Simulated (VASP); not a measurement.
Level of theory: PBEsol GGA, VASP's PBE PAW potentials (set 64) (plane waves; VASP). Each cell was relaxed at this level, without spin-orbit coupling.

Problem. Which of these comes out without a gap?
(A) GaAs, F-43m (216)
(B) CuCl, F-43m (216)
(C) Be2C, Fm-3m (225)
(D) As, R-3m (166)

Solution. D, As, R-3m (166). The others have gaps of 1.06 eV (Be2C, Fm-3m (225)), 0.56 eV (CuCl, F-43m (216)), 0.44 eV (GaAs, F-43m (216)).
